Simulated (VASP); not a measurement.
Input for VASP

INCAR:
```
LMAXMIX=4   ! l cut-off of mixed one-centre charges
NELM=100
ALGO=Normal   ! blocked Davidson
ISIF=2   ! forces and stress, cell fixed
SIGMA=0.01   ! width (eV)
LCHARG=.FALSE.
EDIFF=1E-6
GGA=RE
ENCUT=300   ! plane-wave cut-off (eV)
SYSTEM=CuI
LREAL=.FALSE.
PREC=Accurate
LASPH=.TRUE.
ISMEAR=-1
LWAVE=.FALSE.
```

KPOINTS:
```
Automatic mesh
0
Gamma
10 10 10
0 0 0
```

File POSCAR:
```
CuI
1
    0.0000000000     2.9629880000     2.9629880000
    2.9629880000     0.0000000000     2.9629880000
    2.9629880000     2.9629880000     0.0000000000
Cu I
1 1
Direct
  0.0000000000   0.0000000000   0.0000000000
  0.2500000000   0.2500000000   0.2500000000
```

POTCAR, in this order: Cu I (PBE.64 set). Program: vasp_std.

Problem. Write an equivalent input for Quantum ESPRESSO's pw.x.

Solution. One equivalent input (not run):
```
&CONTROL
  calculation = 'scf'
  pseudo_dir = './pseudo'
  outdir = './out'
  tprnfor = .true.
  tstress = .true.
/
&SYSTEM
  ibrav = 0
  nat = 2
  ntyp = 2
  ecutwfc = 92
  occupations = 'smearing'
  smearing = 'fermi-dirac'
  degauss = 0.000735
  input_dft = 'revpbe'
/
&ELECTRONS
  conv_thr = 7.3e-08
  electron_maxstep = 100
/
ATOMIC_SPECIES
  Cu 63.546 Cu.upf
  I 126.904 I.upf
CELL_PARAMETERS angstrom
     0.0000000    2.9629880    2.9629880
     2.9629880    0.0000000    2.9629880
     2.9629880    2.9629880    0.0000000
ATOMIC_POSITIONS crystal
  Cu   0.0000000  0.0000000  0.0000000
  I    0.2500000  0.2500000  0.2500000
K_POINTS automatic
  10 10 10 0 0 0
```
Limits of the translation: the potentials are each code's own (VASP's PAW set, PseudoDojo norm-conserving files in pw.x), so ENCUT and ecutwfc are chosen apart and not converted; conv_thr bounds pw.x's estimated SCF error, while EDIFF bounds the energy change between steps.

The structure is a typed CuI crystal. The cell was not relaxed at this level.
